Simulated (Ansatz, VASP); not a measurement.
# Cross-check of Al6Si between VASP and Ansatz, part 3 of 3

Aim: how closely do two programs agree when they are given the same cell, functional and k mesh? The cell is generated by rule, not measured, and may not be a known phase. The cell is taken from a series of runs on this material, whose earlier steps may have relaxed, scaled, displaced or heated it; both programs get it as it stands.

VASP 6.6.1 and Ansatz 0.2.0.

So far: The starting structure; Ansatz: zone-centre phonons, PBEsol; VASP: zone-centre phonons, PBEsol.

## Step 3: VASP: zone-centre phonons, PBEsol (continued)

Level of this step: PBEsol; plane waves and PAW (Si, Al); invented cell (VASP).

Numbers of over 12 decimals in the logs are rounded to 6 here.

Parts of OUTCAR (step 3):

```text
ion  position               nearest neighbor table
   1  0.000  0.000  0.000-   2 3.02   4 3.02   6 3.02   7 3.02   2 3.02   4 3.02   6 3.02   7 3.02

  LATTYP: Found a simple tetragonal cell.
 ALAT       =     5.7195596724
 C/A-ratio  =     0.8327576357

 Subroutine GETGRP returns: Found  8 space group operations
 (whereof  8 operations were pure point group operations)

The static configuration has the point symmetry C_4h.

 Found     44 irreducible k-points:

   k-points           NKPTS =     44   k-points in BZ     NKDIM =     44   number of bands    NBANDS=     18

   dimension x,y,z NGX =    42 NGY =   42 NGZ =   36
   dimension x,y,z NGXF=    84 NGYF=   84 NGZF=   72

   ENCUT  =  500.0 eV  36.75 Ry    6.06 a.u.  10.43 10.43  8.68*2*pi/ulx,y,z

   NELECT =      22.0000    total number of electrons

 k-points in reciprocal lattice and weights: Automatic mesh
   0.00000000  0.00000000  0.00000000       0.005
   0.16666667  0.00000000  0.00000000       0.019
   0.33333333  0.00000000  0.00000000       0.019
   0.50000000  0.00000000  0.00000000       0.009
   0.16666667  0.16666667  0.00000000       0.019
   0.33333333  0.16666667  0.00000000       0.019
  -0.33333333  0.16666667  0.00000000       0.019
   0.50000000  0.16666667  0.00000000       0.019
   0.33333333  0.33333333  0.00000000       0.019
[...]
0.50000000  0.33333333  0.50000000       0.019
   0.50000000  0.50000000  0.50000000       0.005

 average (electrostatic) potential at core
       1 -84.8267       2 -75.4011       3 -75.2500       4 -75.4011       5 -75.2500
       6 -75.4011       7 -75.4011

  Total        0.0525255      0.0525255      0.0723251     -0.0000000      0.0000000      0.0000000
[...]
0.73315      4.01799      2.38150         0.001956     -0.002411      0.000000
      2.85978      2.85978      1.17949         0.000000     -0.000000     -0.002207
      4.01799      4.98641      2.38150        -0.002411     -0.001956     -0.000000
      1.70157      0.73315      2.38150         0.002411      0.001956      0.000000
 -----------------------------------------------------------------------------------
    total drift:                                0.000000     -0.000000     -0.000000

 Eigenvectors and eigenvalues of the dynamical matrix
 ----------------------------------------------------

   1 f  =   17.928685 THz   112.649251 2PiTHz  598.036561 cm-1    74.147050 meV
             X         Y         Z           dx          dy          dz
      0.000000  0.000000  0.000000    -0.000000   -0.000000   -0.000000
      4.986408  1.701568  2.381503    -0.051148    0.041881    0.000000
      2.859780  2.859780  3.583512     0.000000    0.000000   -0.700899
      0.733151  4.017992  2.381503     0.051148   -0.041881    0.000000
      2.859780  2.859780  1.179495    -0.000000   -0.000000    0.700899
      4.017992  4.986408  2.381503    -0.041881   -0.051148   -0.000000
      1.701568  0.733151  2.381503     0.041881    0.051148    0.000000

   2 f  =    9.871184 THz    62.022476 2PiTHz  329.267242 cm-1    40.823917 meV
             X         Y         Z           dx          dy          dz
      0.000000  0.000000  0.000000    -0.000584   -0.019330    0.000000
      4.986408  1.701568  2.381503    -0.269533    0.332633   -0.000000
      2.859780  2.859780  3.583512     0.322286    0.119569    0.000000
      0.733151  4.017992  2.381503    -0.269533    0.332633    0.000000
      2.859780  2.859780  1.179495     0.322286    0.119569   -0.000000
      4.017992  4.986408  2.381503    -0.052095   -0.442314   -0.000000
      1.701568  0.733151  2.381503    -0.052095   -0.442314    0.000000

   3 f  =    9.871184 THz    62.022476 2PiTHz  329.267242 cm-1    40.823917 meV
             X         Y         Z           dx          dy          dz
      0.000000  0.000000  0.000000     0.019330   -0.000584   -0.000000
      4.986408  1.701568  2.381503     0.442314   -0.052095    0.000000
      2.859780  2.859780  3.583512    -0.119569    0.322286    0.000000
      0.733151  4.017992  2.381503     0.442314   -0.052095   -0.000000
      2.859780  2.859780  1.179495    -0.119569    0.322286    0.000000
      4.017992  4.986408  2.381503    -0.332633   -0.269533    0.000000
      1.701568  0.733151  2.381503    -0.332633   -0.269533    0.000000

   4 f  =    9.863812 THz    61.976162 2PiTHz  329.021369 cm-1    40.793432 meV
             X         Y         Z           dx          dy          dz
      0.000000  0.000000  0.000000     0.000000   -0.000000    0.000000
      4.986408  1.701568  2.381503     0.454068    0.209338    0.000000
      2.859780  2.859780  3.583512     0.000000    0.000000    0.000000
      0.733151  4.017992  2.381503    -0.454068   -0.209338    0.000000
      2.859780  2.859780  1.179495     0.000000    0.000000   -0.000000
      4.017992  4.986408  2.381503     0.209338   -0.454068   -0.000000
      1.701568  0.733151  2.381503    -0.209338    0.454068   -0.000000

   5 f  =    9.240364 THz    58.058920 2PiTHz  308.225372 cm-1    38.215058 meV
             X         Y         Z           dx          dy          dz
      0.000000  0.000000  0.000000    -0.000000   -0.000000    0.000000
      4.986408  1.701568  2.381503     0.181879   -0.462143   -0.000000
      2.859780  2.859780  3.583512     0.000000   -0.000000   -0.081774
      0.733151  4.017992  2.381503    -0.181879    0.462143   -0.000000
      2.859780  2.859780  1.179495    -0.000000   -0.000000    0.081774
      4.017992  4.986408  2.381503     0.462143    0.181879    0.000000
      1.701568  0.733151  2.381503    -0.462143   -0.181879    0.000000

   6 f  =    4.675545 THz    29.377315 2PiTHz  155.959393 cm-1    19.336492 meV
             X         Y         Z           dx          dy          dz
      0.000000  0.000000  0.000000     0.000000    0.000000    0.088066
      4.986408  1.701568  2.381503    -0.000000   -0.000000   -0.302624
      2.859780  2.859780  3.583512    -0.000000   -0.000000    0.559428
      0.733151  4.017992  2.381503    -0.000000   -0.000000   -0.302624
      2.859780  2.859780  1.179495     0.000000    0.000000    0.559428
      4.017992  4.986408  2.381503    -0.000000    0.000000   -0.302624
      1.701568  0.733151  2.381503    -0.000000    0.000000   -0.302624

   7 f  =    4.435523 THz    27.869215 2PiTHz  147.953132 cm-1    18.343842 meV
             X         Y         Z           dx          dy          dz
      0.000000  0.000000  0.000000     0.000000   -0.000000    0.000000
      4.986408  1.701568  2.381503    -0.462930   -0.186198    0.000000
      2.859780  2.859780  3.583512     0.000000   -0.000000    0.045313
      0.733151  4.017992  2.381503     0.462930    0.186198   -0.000000
      2.859780  2.859780  1.179495     0.000000   -0.000000   -0.045313
      4.017992  4.986408  2.381503     0.186198   -0.462930    0.000000
      1.701568  0.733151  2.381503    -0.186198    0.462930   -0.000000

   8 f  =    4.268970 THz    26.822729 2PiTHz  142.397507 cm-1    17.655033 meV
             X         Y         Z           dx          dy          dz
      0.000000  0.000000  0.000000    -0.125150   -0.163367    0.000000
      4.986408  1.701568  2.381503     0.168398    0.395122    0.000000
      2.859780  2.859780  3.583512    -0.398200   -0.146661    0.000000
      0.733151  4.017992  2.381503     0.168398    0.395122   -0.000000
      2.859780  2.859780  1.179495    -0.398200   -0.146661    0.000000
      4.017992  4.986408  2.381503     0.294321   -0.166275   -0.000000
      1.701568  0.733151  2.381503     0.294321   -0.166275   -0.000000

   9 f  =    4.268970 THz    26.822729 2PiTHz  142.397507 cm-1    17.655033 meV
             X         Y         Z           dx          dy          dz
      0.000000  0.000000  0.000000     0.163367   -0.125150   -0.000000
      4.986408  1.701568  2.381503     0.166275    0.294321    0.000000
      2.859780  2.859780  3.583512     0.146661   -0.398200   -0.000000
      0.733151  4.017992  2.381503     0.166275    0.294321   -0.000000
      2.859780  2.859780  1.179495     0.146661   -0.398200    0.000000
      4.017992  4.986408  2.381503    -0.395122    0.168398   -0.000000
      1.701568  0.733151  2.381503    -0.395122    0.168398    0.000000

  10 f  =    4.085598 THz    25.670572 2PiTHz  136.280895 cm-1    16.896670 meV
             X         Y         Z           dx          dy          dz
      0.000000  0.000000  0.000000     0.000000   -0.000000    0.000000
      4.986408  1.701568  2.381503     0.000000    0.000000   -0.002258
      2.859780  2.859780  3.583512     0.220611    0.453616    0.000000
      0.733151  4.017992  2.381503    -0.000000    0.000000    0.002258
      2.859780  2.859780  1.179495    -0.220611   -0.453616    0.000000
      4.017992  4.986408  2.381503    -0.000000    0.000000    0.495538
      1.701568  0.733151  2.381503     0.000000   -0.000000   -0.495538

  11 f  =    4.085598 THz    25.670572 2PiTHz  136.280895 cm-1    16.896670 meV
             X         Y         Z           dx          dy          dz
      0.000000  0.000000  0.000000    -0.000000    0.000000    0.000000
      4.986408  1.701568  2.381503     0.000000   -0.000000    0.495538
      2.859780  2.859780  3.583512     0.453616   -0.220611   -0.000000
      0.733151  4.017992  2.381503    -0.000000   -0.000000   -0.495538
      2.859780  2.859780  1.179495    -0.453616    0.220611    0.000000
      4.017992  4.986408  2.381503    -0.000000    0.000000    0.002258
      1.701568  0.733151  2.381503     0.000000   -0.000000   -0.002258

  12 f  =    3.781331 THz    23.758802 2PiTHz  126.131617 cm-1    15.638320 meV
             X         Y         Z           dx          dy          dz
      0.000000  0.000000  0.000000    -0.000000    0.000000   -0.000000
      4.986408  1.701568  2.381503     0.209338   -0.454068    0.000000
      2.859780  2.859780  3.583512    -0.000000    0.000000    0.000000
      0.733151  4.017992  2.381503    -0.209338    0.454068    0.000000
    [... 91 further lines ...]
      4.017992  4.986408  2.381503    -0.000000    0.000000    0.026593
      1.701568  0.733151  2.381503    -0.000000    0.000000   -0.026593

 ELASTIC MODULI CONTR FROM IONIC RELAXATION (kBar)
 Direction    XX          YY          ZZ          XY          YZ          ZX
 --------------------------------------------------------------------------------
 XX         -73.9933     11.4997     25.5778      9.3307     -0.0000     -0.0000
 YY          11.4997    -73.9933     25.5778    -10.0888      0.0000      0.0000
 ZZ          25.5778     25.5778    -71.9978      1.0039      0.0000     -0.0000
 XY           9.3307    -10.0888      1.0039    -15.0181      0.0000      0.0000
 YZ          -0.0000      0.0000      0.0000      0.0000   -279.9647     -3.8330
 ZX          -0.0000      0.0000     -0.0000      0.0000     -3.8330   -276.9224
 --------------------------------------------------------------------------------
```

## Step 4: Comparison

Known differences besides the potentials themselves: the cutoff is 420 eV in Ansatz and 500 eV in VASP; Ansatz makes its cores anew for this functional, VASP keeps those of its PBE data sets. Total energies have different zeros and are not compared.

The two programs side by side:

```
                                                   quantity  Ansatz    VASP  difference
optical mode 1 to 2 (imaginary, printed as negative) (cm⁻¹)  -137.1  -137.5        +0.3
     optical mode 3 (imaginary, printed as negative) (cm⁻¹)   -98.8   -97.7        -1.1
     optical mode 4 (imaginary, printed as negative) (cm⁻¹)   -76.9   -76.9         0.0
                                 optical mode 5 to 6 (cm⁻¹)    25.4    30.3        -4.9
                                      optical mode 7 (cm⁻¹)   125.3   126.1     -0.63 %
                                 optical mode 8 to 9 (cm⁻¹)   134.4   136.3     -1.35 %
                               optical mode 10 to 11 (cm⁻¹)   142.1   142.4     -0.22 %
                                     optical mode 12 (cm⁻¹)   147.3   148.0     -0.45 %
                                     optical mode 13 (cm⁻¹)   155.5   156.0     -0.29 %
                                     optical mode 14 (cm⁻¹)   307.1   308.2     -0.36 %
                                     optical mode 15 (cm⁻¹)   327.7   329.0     -0.40 %
                               optical mode 16 to 17 (cm⁻¹)   328.0   329.3     -0.39 %
                                     optical mode 18 (cm⁻¹)   596.6   598.0     -0.24 %
```

Modes are paired by rising frequency, not by their patterns, so a pair may set unlike modes beside each other; they are those without the splitting of longitudinal modes.

## Step 5: What came out

```json
{"r.m.s. difference of the optical zone-centre modes, each program's sorted by frequency (zone-centre phonons, PBEsol)": "1.9 cm⁻¹", "difference in optical mode 8 to 9 (zone-centre phonons, PBEsol)": "-1.4 %"}
```

**Reading.** The r.m.s. difference of the optical zone-centre modes, each program's sorted by frequency is 1.9 cm⁻¹ (zone-centre phonons, PBEsol). Among the rows given in per cent, the largest difference of the zone-centre phonons, PBEsol pair is in optical mode 8 to 9, -1.4 %. How closely two codes agree says nothing of how well the functional describes the real material.

[Lines on the potential files, build, host, timing and source positions are cut from VASP's logs without a mark.]

[Logs are printed without paths, hosts, clocks, repeated set-up lines and the standing remarks that a program may print on its own settings, such as how far it seeks lower states.]

[Hosts, paths, dates, database ids (printed as entryN), source tags and the programs' standing remarks are cut or masked in the printed files.]
